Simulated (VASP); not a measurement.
## NbSi2: phonons from a supercell

Aim: the phonon dispersion and thermal properties of NbSi2. The start is a cell from a database of measured crystal structures.

Program: VASP 6.6.1. Level of theory: PBEsol; plane waves and PAW (Nb_sv, Si). Results are calculated unless marked as measured.

## (1) Set-up

Symmetry: P6_222, No. 180, hexagonal system. Conventional cell: a = 4.819 Å, b = 4.819 Å, c = 6.592 Å, α = 90.00°, β = 90.00°, γ = 120.00°. Nearest to Nb lie 10 Si at 2.62 to 2.84 Å. Nearest to Si lie 5 Si at 2.57 to 2.84 Å and 5 Nb at 2.62 to 2.84 Å. Farther neighbours are not listed.

Coordinates:

```cif
data_structure
_symmetry_space_group_name_H-M 'P 1'
_symmetry_Int_Tables_number 1
_cell_length_a 4.8190
_cell_length_b 4.8190
_cell_length_c 6.5920
_cell_angle_alpha 90.000
_cell_angle_beta 90.000
_cell_angle_gamma 120.000
_cell_volume 132.58
loop_
_atom_site_label
_atom_site_type_symbol
_atom_site_fract_x
_atom_site_fract_y
_atom_site_fract_z
_atom_site_occupancy
Nb1 Nb 0.00000 0.50000 0.16667 1
Nb2 Nb 0.50000 0.50000 0.83333 1
Nb3 Nb 0.50000 0.00000 0.50000 1
Si4 Si 0.31980 0.15990 0.16667 1
Si5 Si 0.15990 0.84010 0.83333 1
Si6 Si 0.84010 0.68020 0.50000 1
Si7 Si 0.68020 0.84010 0.16667 1
Si8 Si 0.84010 0.15990 0.83333 1
Si9 Si 0.15990 0.31980 0.50000 1
```

## (2) Relax the host

The later steps need the crystal at this functional's own lattice; a raised cutoff keeps the stress reliable while the cell changes.

INCAR

```
SYSTEM = NbSi2
PREC = Normal
ENCUT = 390
EDIFF = 1E-05
NELM = 120
ISMEAR = 0
SIGMA = 0.05
LREAL = Auto
ALGO = Fast
GGA = PS
NBANDS = 40
LASPH = .TRUE.
LORBIT = 11
LWAVE = .FALSE.
LCHARG = .FALSE.
KPAR = 4
IBRION = 2
NSW = 40
ISIF = 3
EDIFFG = -0.03
POTIM = 0.4
```

POSCAR

```
NbSi2
1.0
    4.8190000000      0.0000000000      0.0000000000
   -2.4095000000      4.1733764208      0.0000000000
    0.0000000000      0.0000000000      6.5920000000
Nb Si
3 6
Direct
    0.0000000000      0.5000000000      0.1666666667
    0.5000000000      0.5000000000      0.8333333333
    0.5000000000      0.0000000000      0.5000000000
    0.3198000000      0.1599000000      0.1666666667
    0.1599000000      0.8401000000      0.8333333333
    0.8401000000      0.6802000000      0.5000000000
    0.6802000000      0.8401000000      0.1666666667
    0.8401000000      0.1599000000      0.8333333333
    0.1599000000      0.3198000000      0.5000000000
```

KPOINTS

```
Automatic mesh
0
Gamma
4 4 3
0 0 0
```

Potentials, in the order of the species: Nb_sv and Si (PBE family, release 64).

The run is started by

```console
> mpirun -np 4 vasp_std
```

Output:

```text
[banner, memory and clock lines left out]
running    4 mpi-ranks, on    1 nodes
 distrk:  each k-point on    1 cores,    4 groups
 distr:  one band on    1 cores,    1 groups

 POSCAR found type information on POSCAR NbSi
 POSCAR found :  2 types and       9 ions
|                                                                             |
|               ----> ADVICE to this user running VASP <----                  |
|                                                                             |
|     You enforced a specific xc type in the INCAR file but a different       |
|     [... a line on the potential file left out ...]
|     I HOPE YOU KNOW WHAT YOU ARE DOING!                                     |
|                                                                             |

 LDA part: xc-table for (Slater+PW92), standard interpolation
 POSCAR, INCAR and KPOINTS ok, starting setup
 FFT: planning ... GRIDC
 FFT: planning ... GRID_SOFT
 FFT: planning ... GRID
 WAVECAR not read
 entering main loop
       N       E                     dE             d eps       ncg     rms          rms(c)
DAV:   1     0.439144241674E+03    0.43914E+03   -0.26760E+04   640   0.121E+03
DAV:   2    -0.360387670203E+02   -0.47518E+03   -0.45800E+03   824   0.436E+02
DAV:   3    -0.733427150733E+02   -0.37304E+02   -0.36713E+02  1128   0.904E+01
DAV:   4    -0.758243150790E+02   -0.24816E+01   -0.24708E+01   992   0.212E+01
DAV:   5    -0.759284538320E+02   -0.10414E+00   -0.10402E+00  1072   0.486E+00    0.174E+01
RMM:   6    -0.732041169005E+02    0.27243E+01   -0.11712E+01   861   0.153E+01    0.649E+00
RMM:   7    -0.733074579200E+02   -0.10334E+00   -0.33191E+00   955   0.599E+00    0.278E+00
RMM:   8    -0.732338137427E+02    0.73644E-01   -0.55993E-01   818   0.368E+00    0.119E+00
RMM:   9    -0.732134905111E+02    0.20323E-01   -0.16560E-01   896   0.219E+00    0.442E-01
RMM:  10    -0.732211189428E+02   -0.76284E-02   -0.74637E-02  1019   0.863E-01    0.627E-01
RMM:  11    -0.732245964371E+02   -0.34775E-02   -0.27072E-02  1052   0.549E-01    0.670E-01
RMM:  12    -0.732254146951E+02   -0.81826E-03   -0.12975E-02  1010   0.377E-01    0.657E-01
RMM:  13    -0.732280149072E+02   -0.26002E-02   -0.83527E-03  1003   0.318E-01    0.609E-01
RMM:  14    -0.732262630477E+02    0.17519E-02   -0.27705E-03   951   0.214E-01    0.550E-01
RMM:  15    -0.732265324395E+02   -0.26939E-03   -0.17336E-03   999   0.129E-01    0.568E-01
RMM:  16    -0.732264446918E+02    0.87748E-04   -0.61781E-04   895   0.862E-02    0.570E-01
RMM:  17    -0.732254945300E+02    0.95016E-03   -0.57981E-04   947   0.949E-02    0.525E-01
RMM:  18    -0.732245693440E+02    0.92519E-03   -0.70158E-04   959   0.105E-01    0.444E-01
RMM:  19    -0.732238773538E+02    0.69199E-03   -0.70175E-04   956   0.112E-01    0.361E-01
RMM:  20    -0.732238904336E+02   -0.13080E-04   -0.97703E-05   835   0.528E-02    0.358E-01
RMM:  21    -0.732238951513E+02   -0.47177E-05   -0.24980E-05   471   0.283E-02
   1 F= -.73223895E+02 E0= -.73218925E+02  d E =-.732239E+02
 curvature:   0.00 expect dE= 0.000E+00 dE for cont linesearch  0.000E+00
 trial: gam= 0.00000 g(F)=  0.148E-02 g(S)=  0.115E+00 ort = 0.000E+00 (trialstep = 0.100E+01)
 search vector abs. value=  0.116E+00
 bond charge predicted
       N       E                     dE             d eps       ncg     rms          rms(c)
DAV:   1    -0.737617917894E+02   -0.53790E+00   -0.19119E+01   864   0.368E+01    0.621E+00
RMM:   2    -0.732849098434E+02    0.47688E+00   -0.20360E+00   874   0.984E+00    0.154E+00
RMM:   3    -0.732716775912E+02    0.13232E-01   -0.55897E-01   901   0.393E+00    0.985E-01
RMM:   4    -0.732602115999E+02    0.11466E-01   -0.77014E-02   822   0.151E+00    0.344E-01
RMM:   5    -0.732624385738E+02   -0.22270E-02   -0.36589E-02   901   0.965E-01    0.227E-01
RMM:   6    -0.732629992319E+02   -0.56066E-03   -0.15595E-02   942   0.510E-01    0.201E-01
RMM:   7    -0.732636584144E+02   -0.65918E-03   -0.65823E-03   932   0.339E-01    0.761E-02
RMM:   8    -0.732638634791E+02   -0.20506E-03   -0.25206E-03  1058   0.197E-01    0.434E-02
RMM:   9    -0.732639832851E+02   -0.11981E-03   -0.14586E-03  1029   0.135E-01    0.127E-02
RMM:  10    -0.732640374900E+02   -0.54205E-04   -0.57303E-04   969   0.865E-02    0.117E-02
RMM:  11    -0.732640602685E+02   -0.22778E-04   -0.25796E-04   832   0.589E-02    0.940E-03
RMM:  12    -0.732640759338E+02   -0.15665E-04   -0.15108E-04   754   0.453E-02    0.676E-03
RMM:  13    -0.732640826871E+02   -0.67534E-05   -0.75302E-05   694   0.364E-02
   2 F= -.73264083E+02 E0= -.73259888E+02  d E =-.401875E-01
[...]
3 F= -.73273264E+02 E0= -.73268935E+02  d E =-.493684E-01
[...]
4 F= -.73273374E+02 E0= -.73269011E+02  d E =-.494784E-01
[...]
5 F= -.73273397E+02 E0= -.73269050E+02  d E =-.495018E-01
[...]
6 F= -.73273366E+02 E0= -.73269030E+02  d E =-.494707E-01
 curvature:  -1.57 expect dE=-0.614E-02 dE for cont linesearch -0.705E-04
 ZBRENT: accuracy reached
 trial: gam= 0.05322 g(F)=  0.397E-03 g(S)=  0.350E-02 ort =-0.228E-02 (trialstep = 0.944E+00)
 search vector abs. value=  0.399E-02
 bond charge predicted
       N       E                     dE             d eps       ncg     rms          rms(c)
DAV:   1    -0.732794934752E+02   -0.61253E-02   -0.26704E-01   696   0.331E+00    0.413E-01
RMM:   2    -0.732760199306E+02    0.34735E-02   -0.11947E-02   810   0.659E-01    0.205E-01
RMM:   3    -0.732747594255E+02    0.12605E-02   -0.43258E-03   843   0.359E-01    0.311E-02
RMM:   4    -0.732748677506E+02   -0.10833E-03   -0.12666E-03   915   0.165E-01    0.125E-02
RMM:   5    -0.732748956799E+02   -0.27929E-04   -0.34537E-04   855   0.825E-02    0.738E-03
RMM:   6    -0.732749071870E+02   -0.11507E-04   -0.13794E-04   658   0.443E-02    0.330E-03
RMM:   7    -0.732749123717E+02   -0.51847E-05   -0.63260E-05   559   0.286E-02
   7 F= -.73274912E+02 E0= -.73270841E+02  d E =-.154649E-02
 trial-energy change:   -0.001546  1 .order   -0.001346   -0.003567    0.000876
 step:   0.7923(harm=  0.7578)  dis= 0.00140  next Energy=   -73.274982 (dE=-0.162E-02)
 reached required accuracy - stopping structural energy minimisation
```

Elapsed: 30 s, on 4 MPI ranks of Intel Xeon Platinum 8375C at 2.90GHz (Ice Lake), shared host; peak memory 0.62 GiB.

Lines that name or quote the potential files are left out of all logs, and their timing lines are given in words.

From OUTCAR (step 2):

```text
ion  position               nearest neighbor table
   1  0.000  0.500  0.167-   6 2.62   9 2.62   8 2.62   5 2.62   4 2.75   7 2.75   7 2.75   4 2.75
                             7 2.84   4 2.84
   2  0.500  0.500  0.833-   6 2.62   9 2.62   7 2.62   4 2.62   8 2.75   5 2.75   5 2.75   8 2.75
                             8 2.84   5 2.84
   3  0.500  0.000  0.500-   4 2.62   5 2.62   7 2.62   8 2.62   9 2.75   6 2.75   9 2.75   6 2.75
                             9 2.84   6 2.84
   4  0.320  0.160  0.167-   9 2.57   5 2.57   3 2.62   2 2.62   7 2.67   1 2.75   1 2.75   1 2.84
                             7 2.84   7 2.84
   5  0.160  0.840  0.833-   6 2.57   4 2.57   3 2.62   1 2.62   8 2.67   2 2.75   2 2.75   2 2.84
                             8 2.84   8 2.84
   6  0.840  0.680  0.500-   5 2.57   7 2.57   2 2.62   1 2.62   9 2.67   3 2.75   3 2.75   3 2.84
                             9 2.84   9 2.84
   7  0.680  0.840  0.167-   6 2.57   8 2.57   3 2.62   2 2.62   4 2.67   1 2.75   1 2.75   1 2.84
                             4 2.84   4 2.84
   8  0.840  0.160  0.833-   9 2.57   7 2.57   3 2.62   1 2.62   5 2.67   2 2.75   2 2.75   2 2.84
                             5 2.84   5 2.84
   9  0.160  0.320  0.500-   4 2.57   8 2.57   2 2.62   1 2.62   6 2.67   3 2.75   3 2.75   3 2.84
                             6 2.84   6 2.84

  LATTYP: Found a hexagonal cell.
 ALAT       =     4.8190000000
 C/A-ratio  =     1.3679186553

 Subroutine GETGRP returns: Found 12 space group operations
 (whereof  4 operations were pure point group operations)

The static configuration has the point symmetry D_2 .
 The point group associated with its full space group is D_6 .

 Found      8 irreducible k-points:

   k-points           NKPTS =      8   k-points in BZ     NKDIM =      8   number of bands    NBANDS=     40

   dimension x,y,z NGX =    24 NGY =   24 NGZ =   32
   dimension x,y,z NGXF=    48 NGYF=   48 NGZF=   64

   ENCUT  =  390.0 eV  28.66 Ry    5.35 a.u.   7.76  7.76 10.61*2*pi/ulx,y,z

   NELECT =      63.0000    total number of electrons

 k-points in reciprocal lattice and weights: Automatic mesh
   0.00000000  0.00000000  0.00000000       0.021
   0.25000000 -0.00000000  0.00000000       0.125
   0.50000000 -0.00000000  0.00000000       0.062
   0.25000000  0.25000000  0.00000000       0.125
   0.00000000  0.00000000  0.33333333       0.042
   0.25000000 -0.00000000  0.33333333       0.250
   0.50000000 -0.00000000  0.33333333       0.125
   0.25000000  0.25000000  0.33333333       0.250

 average (electrostatic) potential at core
       1 -76.4723       2 -76.4723       3 -76.4723       4 -77.5691       5 -77.5691
       6 -77.5691       7 -77.5691       8 -77.5691       9 -77.5691

 E-fermi :  11.6619

 k-point     1 :       0.0000    0.0000    0.0000
  band No.  band energies     occupation
    ...
     28       9.3662      2.00000
     29       9.4707      2.00000
     30       9.5923      2.00000
     31       9.5923      2.00000
     32      10.5430      2.00000
     33      12.3154      0.00000
     34      14.8376      0.00000
     35      14.9221      0.00000
     36      15.0154      0.00000
     37      15.0156      0.00000
    ...

 k-point     2 :       0.2500   -0.0000    0.0000
  band No.  band energies     occupation
    ...
     28       9.7004      2.00000
     29       9.8991      2.00000
     30       9.9783      2.00000
     31      10.2702      2.00000
     32      10.2739      2.00000
     33      11.8777      0.00000
     34      13.4032      0.00000
     35      13.6040      0.00000
     36      14.0438      0.00000
     37      14.3586      0.00000
    ...

 k-point     3 :       0.5000   -0.0000    0.0000
  band No.  band energies     occupation
    ...
     28       9.6179      2.00000
     29      10.5098      2.00000
     30      10.8098      2.00000
     31      11.4064      2.00000
     32      11.6076      1.87590
     33      12.3346      0.00000
     34      12.7961      0.00000
     35      13.2139      0.00000
     36      13.5814      0.00000
     37      13.6534      0.00000
    ...

  Total        0.1421496      0.1421496     -0.1873122     -0.0000000      0.0000000      0.0000000
  in kB        1.7621240      1.7621240     -2.3219723     -0.0000000      0.0000000      0.0000000
  external PRESSURE =       0.4007585 kB  Pullay stress =       0.0000000 kB

  energy-cutoff  :      390.00
  volume of cell :      129.25
      direct lattice vectors                 reciprocal lattice vectors
     4.761714420 -0.000000000  0.000000000     0.210008394  0.121248403 -0.000000000
    -2.380857210  4.123765653 -0.000000000     0.000000000  0.242496806 -0.000000000
    -0.000000000  0.000000000  6.582068296     0.000000000  0.000000000  0.151927928

 POSITION                                       TOTAL-FORCE (eV/Angst)
 -----------------------------------------------------------------------------------
     -1.19043      2.06188      1.09701        -0.000000     -0.000000      0.000000
      1.19043      2.06188      5.48506        -0.000000     -0.000000     -0.000000
     -0.00000      4.12377      3.29103        -0.000000      0.000000     -0.000000
      1.13877      0.65747      1.09701        -0.005567     -0.003214      0.000000
     -1.24208      3.46630      5.48506        -0.005567      0.003214     -0.000000
      2.38086      2.80882      3.29103         0.000000      0.006429     -0.000000
      1.24208      3.46630      1.09701         0.005567      0.003214     -0.000000
      3.62294      0.65747      5.48506         0.005567     -0.003214      0.000000
     -0.00000      1.31494      3.29103        -0.000000     -0.006429     -0.000000
 -----------------------------------------------------------------------------------
    total drift:                                0.000001     -0.000000      0.000001

  FREE ENERGIE OF THE ION-ELECTRON SYSTEM (eV)
  ---------------------------------------------------
  free  energy   TOTEN  =       -73.2749123717 eV

  energy  without entropy=      -73.2667701323  energy(sigma->0) =      -73.27084125

 reached required accuracy - stopping structural energy minimisation

 total charge
# of ion       s       p       d       tot
------------------------------------------
    1        2.157   6.034   2.617  10.808
    2        2.157   6.034   2.617  10.808
    3        2.157   6.034   2.617  10.808
    4        0.757   0.877   0.000   1.635
    5        0.757   0.877   0.000   1.635
    6        0.757   0.877   0.000   1.635
    7        0.757   0.877   0.000   1.635
    8        0.757   0.877   0.000   1.635
    9        0.757   0.877   0.000   1.635
--------------------------------------------------
tot         11.014  23.367   7.851  42.232

[... 3 further parts left out ...]
```

This run has no spin polarisation. Its electron count is odd, so without a moment it is a metal by construction. The k-mesh is coarse for a metal. The PAW data sets were made with PBE, which is usual practice but a small mismatch for other functionals. The run keeps the 12 symmetry operations of its start, so it cannot find a distortion of lower symmetry.

Relaxation path:

```tsv
step	energy less that of the first step (eV)	largest force (eV/Å)	pressure (GPa)	volume (Å³)
1	0.0000	0.0799	-3.43	132.58
2	-0.0402	0.0217	2.31	127.78
3	-0.0494	0.0398	0.48	129.04
4	-0.0495	0.0433	0.17	129.27
5	-0.0495	0.0427	0.18	129.20
6	-0.0495	0.0414	0.29	129.12
7	-0.0510	0.0064	0.04	129.25
```

```tsv
conventional cell, symmetrised	before	after	change
a (Å)	4.819	4.762	-1.2 %
b (Å)	4.819	4.762	-1.2 %
c (Å)	6.592	6.582	-0.2 %
volume (Å³/atom)	14.73	14.36	-2.5 %
```

Final coordinates:

```cif
data_structure
_symmetry_space_group_name_H-M 'P 1'
_symmetry_Int_Tables_number 1
_cell_length_a 4.7617
_cell_length_b 4.7617
_cell_length_c 6.5821
_cell_angle_alpha 90.000
_cell_angle_beta 90.000
_cell_angle_gamma 120.000
_cell_volume 129.25
loop_
_atom_site_label
_atom_site_type_symbol
_atom_site_fract_x
_atom_site_fract_y
_atom_site_fract_z
_atom_site_occupancy
Nb1 Nb 0.00000 0.50000 0.16667 1
Nb2 Nb 0.50000 0.50000 0.83333 1
Nb3 Nb 0.50000 0.00000 0.50000 1
Si4 Si 0.31887 0.15943 0.16667 1
Si5 Si 0.15943 0.84057 0.83333 1
Si6 Si 0.84057 0.68113 0.50000 1
Si7 Si 0.68113 0.84057 0.16667 1
Si8 Si 0.84057 0.15943 0.83333 1
Si9 Si 0.15943 0.31887 0.50000 1
```

Numbers from this step:

| Property | Result |
| --- | --- |
| electronic cycles | 63 |
| electrons | 63 |
| free energy (TOTEN) | -73.2749 eV |
| energy at zero smearing | -73.2708 eV |
| Fermi energy | 11.66 eV |
| pressure | 0.04008 GPa |
| labelled metallic, from the levels on this mesh | yes |

The run ended after 7 ionic steps, 0.051 eV below its first step, once forces and stress met EDIFFG = -0.03.

(Continued in part 2 of 3.)

[Lines on the potential files, build, host, timing and source positions are cut from VASP's logs without a mark.]

[Logs are printed without paths, hosts, clocks, repeated set-up lines and the standing remarks that a program may print on its own settings, such as how far it seeks lower states.]

[Hosts, paths, dates, database ids (printed as entryN), source tags and the programs' standing remarks are cut or masked in the printed files.]

[Runs that stopped without an error message from VASP are left out.]
